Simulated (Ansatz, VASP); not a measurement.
Given: the input of a run of VASP 6.6.1 on YbRu. The cell comes from a database or a generator and needn't be the stable form of this composition.

File INCAR:

```
SYSTEM = YbRu
PREC = Accurate
ENCUT = 600
EDIFF = 1E-7
ISMEAR = -1
SIGMA = 0.05
LREAL = .False.
LASPH = .True.
NELM = 150
ALGO = Normal
ISIF = 3
LWAVE = .False.
LCHARG = .False.
ISPIN = 2
MAGMOM = 1 1
LORBIT = 11
LMAXMIX = 6
GGA = PE
IBRION = 2
NSW = 60
EDIFFG = -0.005
```

The input KPOINTS:

```
Automatic mesh
0
Gamma
  6 6 6
  0 0 0
```

POSCAR

```
YbRu
1.0
    0.0000000000      2.7745200000      2.7745200000
    2.7745200000      0.0000000000      2.7745200000
    2.7745200000      2.7745200000      0.0000000000
Yb Ru
1 1
Direct
    0.5000000000      0.5000000000      0.5000000000
    0.0000000000      0.0000000000      0.0000000000
```

Potentials or basis: VASP PAW PBE potentials, release 64 (Yb, Ru_pv).

The run is started by

```console
$ cat potpaw_PBE.64/Yb/POTCAR potpaw_PBE.64/Ru_pv/POTCAR > POTCAR
$ mpirun -np 1 vasp_std > vasp.out
```

**Question.** Set up the same calculation for Ansatz 0.2.0. Potentials or basis there: Ansatz PAW, cutoff 420 eV.

**Answer.** As run (cutoffs and basis follow the program's own potentials, and thresholds, step limits or extra output files can differ):

input.yaml

```yaml
crystal:
  lattice:
    - [0.0, 2.77452, 2.77452]
    - [2.77452, 0.0, 2.77452]
    - [2.77452, 2.77452, 0.0]
  atoms:
    - { symbol: Yb, position: [0.5, 0.5, 0.5], spin: 1.0 }
    - { symbol: Ru, position: [0.0, 0.0, 0.0], spin: 1.0 }
hamiltonian:
  xc: pbe
  pseudopotentials: { kind: paw }
magnetization:
  spin_polarized: true
kpoints:
  mp_grid: { grid: [6, 6, 6] }
scf:
  occupations: { method: fermi_dirac, width: 0.05 }
output:
  forces: true
  stress: true
  eigenvalues: true
relax:
  f_tol: 0.01
  max_steps: 40
  cell: { stress_tol: 0.05 }
```

Potentials or basis: Ansatz PAW.

Command:

```bash
$ ansatz run input.yaml --threads 2 --pin off --max-ram 5632MiB --backend cpu --events-out ev --progress --plain --runs-dir out
```

Both were run:

|  | VASP | Ansatz |
| --- | --- | --- |
| Relaxed volume | 21.69 Å³/atom | 21.54 Å³/atom |
| Relaxed cell | a = 3.944 Å, b = 3.944 Å, c = 3.944 Å, α = 60.00°, β = 60.00°, γ = 60.00° | a = 3.935 Å, b = 3.935 Å, c = 3.935 Å, α = 60.00°, β = 60.00°, γ = 60.00° |
| Space group after relaxing | Fm-3m (No. 225) | Fm-3m (No. 225) |
| Pressure after relaxing | 0.0 GPa | 0.0 GPa |
| Net moment | 0.98 μB per cell | 0.97 μB per cell |

Ansatz's pressure holds a Pulay term of +0.03 GPa for its cutoff of 420 eV, which the other run lacks.

The potentials hold 38 and 40 valence electrons a cell.

Where Ansatz's input types no cutoff or centring, it takes its own default and a Γ-centred mesh.

The magnetic state is the one that the start led to; the real crystal's order can differ.

Pressure is positive in compression.
